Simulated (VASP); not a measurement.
Data:

```
CELL_PARAMETERS angstrom
      0.00000     3.15293     3.15293
      3.15293     0.00000     3.15293
      3.15293     3.15293     0.00000
ATOMIC_POSITIONS crystal
  Pb 0.00000 0.00000 0.00000
  Se 0.50000 0.50000 0.50000
```

Level of theory: PBE GGA, VASP's PBE PAW potentials (set 64) (plane waves; VASP). Settings: 480 eV cut-off, 8×8×8 Γ-centred mesh, Gaussian smearing of 0.050 eV, potentials Pb_d Se.

**Question.** Give the stress tensor in GPa (positive for a compressed cell).

**Answer.** 
```
-1.81   0.00   0.00
 0.00  -1.81   0.00
 0.00   0.00  -1.81
```
The pressure is its mean diagonal, -1.81 GPa.

The compound is PbSe in the rock salt structure. This cell was strained or had an atom moved on purpose.
